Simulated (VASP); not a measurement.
Data:

```
CELL_PARAMETERS angstrom
      3.27156     0.00000     0.00000
      0.00000     3.27156     0.00000
      0.00000     0.00000     3.27156
ATOMIC_POSITIONS crystal
  Mg 0.00000 0.00000 0.00000
  Ni 0.50000 0.50000 0.50000
  H  0.50000 0.50000 0.00000
  H  0.00000 0.50000 0.50000
  H  0.50000 0.00000 0.50000
```

The numbers are results of LDA (Ceperley-Alder, Perdew-Zunger), VASP's LDA PAW potentials (set 64) (plane waves; VASP), not measurements. Run with 400 eV cut-off, 11×11×11 Γ-centred mesh, tetrahedra with Blöchl corrections, potentials Mg Ni H.

The cores are frozen, which limits the accuracy of field gradients.

Question: Give the principal components of the electric field gradient (V/Å²) and the asymmetry η at each nucleus.

Answer: 
| atom | Vxx | Vyy | Vzz | η |
|---|---|---|---|---|
| Mg1 | 0.0 | 0.0 | 0.0 | - |
| Ni2 | 0.0 | 0.0 | 0.0 | - |
| H3 | -4.7 | -4.7 | 9.4 | 0.00 |
| H4 | -4.7 | -4.7 | 9.4 | 0.00 |
| H5 | -4.7 | -4.7 | 9.4 | 0.00 |

The structure comes from a computed database's MgNiH3 entry (Pm-3m); how it stands against other phases isn't given here. It was relaxed first. The run is not spin-polarised, so no magnetic state was tried.
